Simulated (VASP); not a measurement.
# GW on ZnSe (Stilleite), part 2 of 6

Aim: the quasiparticle gap of ZnSe (Stilleite), and what it costs to get it. The cell is of the zinc-blende type, one of the forms listed for this formula. The start is a cell from a database of measured crystal structures.

VASP 6.6.1, plane waves and PAW; the level of theory is named at each step.

So far, gap on the k-mesh (eV): step 2 (empty bands, functional PBE) 1.28.

## Step 3: evGW0

This step: evGW0 on PBE; plane waves and PAW (Zn_GW, Se_GW) (VASP 6.6.1).

The lowest NBANDSGW levels in G are updated for four passes while W stays fixed, so the result depends less on the starting levels.

Contents of INCAR:

```
SYSTEM = ZnSe
PREC = Accurate
ENCUT = 350
ISMEAR = 0
SIGMA = 0.01
LREAL = .FALSE.
GGA = PE
NBANDS = 296
ALGO = EVGW0
NELMGW = 4
ENCUTGW = 200
NOMEGA = 48
PRECFOCK = Fast
NBANDSGW = 24
LWAVE = .FALSE.
LCHARG = .FALSE.
```

Contents of POSCAR:

```
ZnSe
1.0
    0.0000000000      2.8338000000      2.8338000000
    2.8338000000      0.0000000000      2.8338000000
    2.8338000000      2.8338000000      0.0000000000
Zn Se
1 1
Direct
    0.0000000000      0.0000000000      0.0000000000
    0.2500000000      0.2500000000      0.2500000000
```

Contents of KPOINTS:

```
Automatic mesh
0
Gamma
6 6 6
0 0 0
```

The projector-augmented-wave data sets are Zn_GW and Se_GW (PBE family, release 64).

Run with:

```sh
> mpirun -np 8 vasp_std
```

Output:

```text
[banner, memory and clock lines left out]
running    8 mpi-ranks, on    1 nodes
 distrk:  each k-point on    8 cores,    1 groups
 distr:  one band on    1 cores,    8 groups

 POSCAR found type information on POSCAR ZnSe
 POSCAR found :  2 types and       2 ions
 [... a notice as in an earlier step ...]

|                                                                             |
|           W    W    AA    RRRRR   N    N  II  N    N   GGGG   !!!           |
|           W    W   A  A   R    R  NN   N  II  NN   N  G    G  !!!           |
|           W    W  A    A  R    R  N N  N  II  N N  N  G       !!!           |
|           W WW W  AAAAAA  RRRRR   N  N N  II  N  N N  G  GGG   !            |
|           WW  WW  A    A  R   R   N   NN  II  N   NN  G    G                |
|           W    W  A    A  R    R  N    N  II  N    N   GGGG   !!!           |
|                                                                             |
|     The default for ENCUTGWSOFT is different in this version of VASP.       |
|     please manually set ENCUTGWSOFT =200 in the INCAR file.                 |
|                                                                             |

 LDA part: xc-table for (Slater+PW92), standard interpolation
 found WAVECAR, reading the header
 POSCAR, INCAR and KPOINTS ok, starting setup
 FFT: planning ... GRIDC
 FFT: planning ... GRID_SOFT
 FFT: planning ... GRID
 reading WAVECAR
 the WAVECAR file was read successfully
 initial charge from wavefunction
 available memory per node:     32.35 GB, setting MAXMEM to     33123

 The Fermi energy was updated, please check that it is located mid-gap
 values below the HOMO (VB) or above the LUMO (CB) will cause erroneous energies
 E-fermi :   3.2869

 calculate exact exchange contribution
 the WAVEDER file was read successfully
energies w=
    0.000    0.000    0.538    0.000    1.073    0.000    1.604    0.000
    2.129    0.000    2.647    0.000    3.156    0.000    3.655    0.000
    4.145    0.000    4.626    0.000    5.098    0.000    5.563    0.000
    6.021    0.000    6.474    0.000    6.923    0.000    7.369    0.000
    7.815    0.000    8.263    0.000    8.714    0.000    9.170    0.000
    9.634    0.000   10.109    0.000   10.597    0.000   11.102    0.000
   11.627    0.000   12.177    0.000   12.756    0.000   13.371    0.000
   14.028    0.000   14.735    0.000   15.502    0.000   16.344    0.000
   17.273    0.000   18.311    0.000   19.481    0.000   20.819    0.000
   22.367    0.000   24.187    0.000   26.361    0.000   29.012    0.000
   32.322    0.000   36.572    0.000   42.233    0.000   50.139    0.000
   61.932    0.000   81.356    0.000  119.196    0.000  224.546    0.000
 responsefunction array rank=     304
 LDA part: xc-table for (Slater+PW92), standard interpolation

 min. memory requirement per mpi rank    354.1 MB, per node   2832.7 MB

 allocating   6 responsefunctions rank=   304
 shmem allocating  48 responsefunctions rank=   304
 response function shared by NCSHMEM nodes    1
 Doing            6  frequencies on each core in blocks of           48
NQ=   1    0.0000    0.0000    0.0000,
|.........|.........|.........|.........|.........|.........|.........|.........
 performed       1343000 updates of chi_q(r,r)
 total number of BLAS operations        860.59 Gflops
NQ=   2    0.1667    0.0000    0.0000,
|.........|.........|.........|.........|.........|.........|.........|.........
 performed       3652000 updates of chi_q(r,r)
 total number of BLAS operations       2468.35 Gflops
NQ=   3    0.3333    0.0000    0.0000,
|.........|.........|.........|.........|.........|.........|.........|.........
 performed       5961000 updates of chi_q(r,r)
 total number of BLAS operations       4022.06 Gflops
NQ=   4    0.5000    0.0000    0.0000,
|.........|.........|.........|.........|.........|.........|.........|.........
 performed       7929000 updates of chi_q(r,r)
 total number of BLAS operations       5187.07 Gflops
NQ=   5    0.1667    0.1667    0.0000,
|.........|.........|.........|.........|.........|.........|.........|.........
 performed      10238000 updates of chi_q(r,r)
 total number of BLAS operations       6794.82 Gflops
NQ=   6    0.3333    0.1667    0.0000,
|.........|.........|.........|.........|.........|.........|.........|.........
 performed      13769000 updates of chi_q(r,r)
 total number of BLAS operations       9236.61 Gflops
NQ=   7    0.5000    0.1667    0.0000,
|.........|.........|.........|.........|.........|.........|.........|.........
 performed      17300000 updates of chi_q(r,r)
 total number of BLAS operations      11661.83 Gflops
NQ=   8   -0.3333    0.1667    0.0000,
|.........|.........|.........|.........|.........|.........|.........|.........
 performed      20831000 updates of chi_q(r,r)
 total number of BLAS operations      14120.26 Gflops
NQ=   9   -0.1667    0.1667    0.0000,
|.........|.........|.........|.........|.........|.........|.........|.........
 performed      23907000 updates of chi_q(r,r)
 total number of BLAS operations      16262.16 Gflops
NQ=  10    0.3333    0.3333    0.0000,
|.........|.........|.........|.........|.........|.........|.........|.........
 performed      26216000 updates of chi_q(r,r)
 total number of BLAS operations      17947.12 Gflops
NQ=  11    0.5000    0.3333    0.0000,
|.........|.........|.........|.........|.........|.........|.........|.........
 performed      29747000 updates of chi_q(r,r)
 total number of BLAS operations      20322.92 Gflops
NQ=  12   -0.3333    0.3333    0.0000,
|.........|.........|.........|.........|.........|.........|.........|.........
 performed      32823000 updates of chi_q(r,r)
 total number of BLAS operations      22308.07 Gflops
NQ=  13    0.5000    0.5000    0.0000,
|.........|.........|.........|.........|.........|.........|.........|.........
 performed      34592000 updates of chi_q(r,r)
 total number of BLAS operations      23599.09 Gflops
NQ=  14    0.5000    0.3333    0.1667,
|.........|.........|.........|.........|.........|.........|.........|.........
 performed      38549000 updates of chi_q(r,r)
 total number of BLAS operations      26225.07 Gflops
NQ=  15   -0.3333    0.3333    0.1667,
|.........|.........|.........|.........|.........|.........|.........|.........
 performed      42279000 updates of chi_q(r,r)
 total number of BLAS operations      28665.95 Gflops
NQ=  16   -0.3333    0.5000    0.1667,
|.........|.........|.........|.........|.........|.........|.........|.........
 performed      45369000 updates of chi_q(r,r)
 total number of BLAS operations      30745.42 Gflops
 resolving degeneracies of screened two electron integrals

[...]
total number of BLAS operations      28665.95 Gflops
NQ=  16   -0.3333    0.5000    0.1667,
|.........|.........|.........|.........|.........|.........|.........|.........
 performed      45369000 updates of chi_q(r,r)
 total number of BLAS operations      30745.42 Gflops
 resolving degeneracies of screened two electron integrals

 calculate QP shifts <psi_nk| G(iteration)W_0 |psi_nk>: iteration 2
 allocating   6 responsefunctions rank=   304
 shmem allocating  48 responsefunctions rank=   304
 response function shared by NCSHMEM nodes    1
 Doing            6  frequencies on each core in blocks of           48
NQ=   1    0.0000    0.0000    0.0000,
|.........|.........|.........|.........|.........|.........|.........|.........
 performed       1343000 updates of chi_q(r,r)
 total number of BLAS operations        860.59 Gflops
NQ=   2    0.1667    0.0000    0.0000,
|.........|.........|.........|.........|.........|.........|.........|.........
 performed       3652000 updates of chi_q(r,r)
 total number of BLAS operations       2468.35 Gflops
NQ=   3    0.3333    0.0000    0.0000,
|.........|.........|.........|.........|.........|.........|.........|.........
 performed       5961000 updates of chi_q(r,r)
 total number of BLAS operations       4022.06 Gflops
NQ=   4    0.5000    0.0000    0.0000,
|.........|.........|.........|.........|.........|.........|.........|.........
 performed       7929000 updates of chi_q(r,r)
 total number of BLAS operations       5187.07 Gflops
NQ=   5    0.1667    0.1667    0.0000,
|.........|.........|.........|.........|.........|.........|.........|.........
 performed      10238000 updates of chi_q(r,r)
 total number of BLAS operations       6794.82 Gflops
NQ=   6    0.3333    0.1667    0.0000,
|.........|.........|.........|.........|.........|.........|.........|.........
 performed      13769000 updates of chi_q(r,r)
 total number of BLAS operations       9236.61 Gflops
NQ=   7    0.5000    0.1667    0.0000,
|.........|.........|.........|.........|.........|.........|.........|.........
 performed      17300000 updates of chi_q(r,r)
 total number of BLAS operations      11661.83 Gflops
NQ=   8   -0.3333    0.1667    0.0000,
|.........|.........|.........|.........|.........|.........|.........|.........
 performed      20831000 updates of chi_q(r,r)
 total number of BLAS operations      14120.26 Gflops
NQ=   9   -0.1667    0.1667    0.0000,
|.........|.........|.........|.........|.........|.........|.........|.........
 performed      23907000 updates of chi_q(r,r)
 total number of BLAS operations      16262.16 Gflops
NQ=  10    0.3333    0.3333    0.0000,
|.........|.........|.........|.........|.........|.........|.........|.........
 performed      26216000 updates of chi_q(r,r)
 total number of BLAS operations      17947.12 Gflops
NQ=  11    0.5000    0.3333    0.0000,
|.........|.........|.........|.........|.........|.........|.........|.........
 performed      29747000 updates of chi_q(r,r)
 total number of BLAS operations      20322.92 Gflops
NQ=  12   -0.3333    0.3333    0.0000,
|.........|.........|.........|.........|.........|.........|.........|.........
 performed      32823000 updates of chi_q(r,r)
 total number of BLAS operations      22308.07 Gflops
NQ=  13    0.5000    0.5000    0.0000,
|.........|.........|.........|.........|.........|.........|.........|.........
 performed      34592000 updates of chi_q(r,r)
 total number of BLAS operations      23599.09 Gflops
NQ=  14    0.5000    0.3333    0.1667,
|.........|.........|.........|.........|.........|.........|.........|.........
 performed      38549000 updates of chi_q(r,r)
 total number of BLAS operations      26225.07 Gflops
NQ=  15   -0.3333    0.3333    0.1667,
|.........|.........|.........|.........|.........|.........|.........|.........
 performed      42279000 updates of chi_q(r,r)
 total number of BLAS operations      28665.95 Gflops
NQ=  16   -0.3333    0.5000    0.1667,
|.........|.........|.........|.........|.........|.........|.........|.........
 performed      45369000 updates of chi_q(r,r)
 total number of BLAS operations      30745.42 Gflops
 resolving degeneracies of screened two electron integrals

 calculate QP shifts <psi_nk| G(iteration)W_0 |psi_nk>: iteration 3
 allocating   6 responsefunctions rank=   304
 shmem allocating  48 responsefunctions rank=   304
 response function shared by NCSHMEM nodes    1
 Doing            6  frequencies on each core in blocks of           48
NQ=   1    0.0000    0.0000    0.0000,
|.........|.........|.........|.........|.........|.........|.........|.........
 performed       1343000 updates of chi_q(r,r)
 total number of BLAS operations        860.59 Gflops
NQ=   2    0.1667    0.0000    0.0000,
|.........|.........|.........|.........|.........|.........|.........|.........
 performed       3652000 updates of chi_q(r,r)
 total number of BLAS operations       2468.35 Gflops
NQ=   3    0.3333    0.0000    0.0000,
|.........|.........|.........|.........|.........|.........|.........|.........
 performed       5961000 updates of chi_q(r,r)
 total number of BLAS operations       4022.06 Gflops
NQ=   4    0.5000    0.0000    0.0000,
|.........|.........|.........|.........|.........|.........|.........|.........
 performed       7929000 updates of chi_q(r,r)
 total number of BLAS operations       5187.07 Gflops
NQ=   5    0.1667    0.1667    0.0000,
|.........|.........|.........|.........|.........|.........|.........|.........
 performed      10238000 updates of chi_q(r,r)
 total number of BLAS operations       6794.82 Gflops
NQ=   6    0.3333    0.1667    0.0000,
|.........|.........|.........|.........|.........|.........|.........|.........
 performed      13769000 updates of chi_q(r,r)
 total number of BLAS operations       9236.61 Gflops
NQ=   7    0.5000    0.1667    0.0000,
|.........|.........|.........|.........|.........|.........|.........|.........
 performed      17300000 updates of chi_q(r,r)
 total number of BLAS operations      11661.83 Gflops
NQ=   8   -0.3333    0.1667    0.0000,
|.........|.........|.........|.........|.........|.........|.........|.........
 performed      20831000 updates of chi_q(r,r)
 total number of BLAS operations      14120.26 Gflops
NQ=   9   -0.1667    0.1667    0.0000,
|.........|.........|.........|.........|.........|.........|.........|.........
 performed      23907000 updates of chi_q(r,r)
 total number of BLAS operations      16262.16 Gflops
NQ=  10    0.3333    0.3333    0.0000,
|.........|.........|.........|.........|.........|.........|.........|.........
 performed      26216000 updates of chi_q(r,r)
 total number of BLAS operations      17947.12 Gflops
NQ=  11    0.5000    0.3333    0.0000,
|.........|.........|.........|.........|.........|.........|.........|.........
 performed      29747000 updates of chi_q(r,r)
 total number of BLAS operations      20322.92 Gflops
NQ=  12   -0.3333    0.3333    0.0000,
|.........|.........|.........|.........|.........|.........|.........|.........
 performed      32823000 updates of chi_q(r,r)
 total number of BLAS operations      22308.07 Gflops
NQ=  13    0.5000    0.5000    0.0000,
|.........|.........|.........|.........|.........|.........|.........|.........
 performed      34592000 updates of chi_q(r,r)
 total number of BLAS operations      23599.09 Gflops
NQ=  14    0.5000    0.3333    0.1667,
|.........|.........|.........|.........|.........|.........|.........|.........
 performed      38549000 updates of chi_q(r,r)
 total number of BLAS operations      26225.07 Gflops
NQ=  15   -0.3333    0.3333    0.1667,
|.........|.........|.........|.........|.........|.........|.........|.........
 performed      42279000 updates of chi_q(r,r)
 total number of BLAS operations      28665.95 Gflops
NQ=  16   -0.3333    0.5000    0.1667,
|.........|.........|.........|.........|.........|.........|.........|.........
 performed      45369000 updates of chi_q(r,r)
 total number of BLAS operations      30745.42 Gflops
 resolving degeneracies of screened two electron integrals

 calculate QP shifts <psi_nk| G(iteration)W_0 |psi_nk>: iteration 4
 entering main loop
```

Wall time 20 min (8 MPI ranks of AMD EPYC 9R45, shared host); peak memory 3 GiB; 2.6 h of CPU time.

[end of part 2 of 6]

[Lines on the potential files, build, host, timing and source positions are cut from VASP's logs without a mark.]

[Logs are printed without paths, hosts, clocks, repeated set-up lines and the standing remarks that a program may print on its own settings, such as how far it seeks lower states.]

[Hosts, paths, dates, database ids (printed as entryN), source tags and the programs' standing remarks are cut or masked in the printed files.]

[Pressures printed for these runs are not shown converged in the cutoff: they can be off by several GPa and have the wrong sign.]
